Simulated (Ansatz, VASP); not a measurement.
Two plane-wave programs on Ti4W

```
Ti W
1.0
     2.87999    0.00000    0.00000
    -1.44000    2.49415    0.00000
     0.00000    0.00000   11.85944
Ti W
4 1
Direct
  0.33333 0.66667 0.79968
  0.33333 0.66667 0.39608
  0.66667 0.33333 0.20032
  0.66667 0.33333 0.60392
  0.00000 0.00000 0.00000
```

Change from the starting cell: species swapped into the Co4H type (P-3m1, No. 164).

Alike in both runs: functional PBE; k mesh 6 × 6 × 2; occupations gaussian, width 0.1 eV; no spin polarisation.

Ansatz relaxed the structure, and its values are those at the end. VASP's run is a single point on that final structure, the one shown.

|  | VASP | Ansatz |
| --- | --- | --- |
| version | VASP 6.6.1 | Ansatz 0.2.0 |
| potentials or method | VASP PAW PBE potentials, release 64 (Ti_sv, W_sv) | scalar-relativistic, plane waves, PAW |
| plane-wave cutoff (eV) | 520 | 420 |
| valence electrons in the cell | 62 | 62 |

|  | VASP | Ansatz | Ansatz less VASP |
| --- | --- | --- | --- |
| gap on the k mesh at the Fermi level (eV) | none | none | - |
| pressure (GPa) | -0.1 | 0.1 | +0.23 |
| rms of the force components (eV/Å) | 0.009 | 0.009 | +0.0001 |

A gap of «none» marks a metal or a gap that the smearing closes.

Caveats: the k mesh is coarse (spacing up to 0.42 Å⁻¹), so the values aren't converged. The runs have no spin-orbit coupling, so splittings on W are missing.
